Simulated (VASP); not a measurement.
Ti, 36 atoms in the cell. It takes space group P6_3/mmc (No. 194, hexagonal). Conventional cell: a = 2.950 Å, b = 2.950 Å, c = 4.680 Å, α = 90.00°, β = 90.00°, γ = 120.00°. Around Ti (site symmetry -6m2) lie 12 Ti at 2.89 to 2.95 Å. 

* Program: VASP 6.6.1
* Task: core levels
* Functional: PBEsol
* Potentials or basis: VASP PAW PBE potentials, release 64 (Ti_sv)
* Cutoff: 520 eV
* k mesh: 4 × 4 × 4
* Occupations: methfessel-paxton, width 0.1 eV
* Spin: no spin polarisation
* Further INCAR settings: ALGO = Normal; EDIFF = 1e-06; NELECT = 432.5

Potentials or basis: VASP PAW PBE potentials, release 64 (Ti_sv).

Command:

```sh
$ cat potpaw_PBE.64/Ti_sv/POTCAR potpaw_PBE.64/Ti_sv/POTCAR > POTCAR
$ mpirun -np 8 vasp_std > vasp.out
```

Hardware: 8 MPI ranks on AMD EPYC 9R45 (Zen 5), on a shared host.

Task: Estimate the wall time of this run.

Result: Wall time 18 min on 8 MPI ranks on AMD EPYC 9R45 (Zen 5), on a shared host, peak memory 1.6 GiB a rank. Counts: scf iterations 29, k points 12.
